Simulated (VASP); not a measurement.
Given:

```
Ca
1.0
    0.00000     2.74585     2.74585
    2.74585     0.00000     2.74585
    2.74585     2.74585     0.00000
Ca
1
Cartesian
  0.00000   0.00000   0.00000
```

The numbers are results of AM05 GGA, VASP's PBE PAW potentials (set 64) (plane waves; VASP 6.6.1), not measurements. Settings: 520 eV cut-off, Gaussian smearing of 0.050 eV, potentials Ca_sv.

Q: Give the energies of bands 5 to 8 at the high-symmetry points, in eV from the Fermi level.

A: 
```json
[
 {"band": "5", "Γ": "-4.05", "X": "-0.46", "U": "0.02", "L": "-0.99", "W": "0.20"},
 {"band": "6", "Γ": "2.37", "X": "0.57", "U": "0.41", "L": "-0.15", "W": "0.70"},
 {"band": "7", "Γ": "2.37", "X": "0.99", "U": "0.84", "L": "2.25", "W": "0.70"},
 {"band": "8", "Γ": "2.37", "X": "4.17", "U": "3.32", "L": "2.25", "W": "2.62"}
]
```

It has no gap at this level: it comes out as a metal or semimetal.

The compound is Ca in the fcc structure. It was relaxed first.
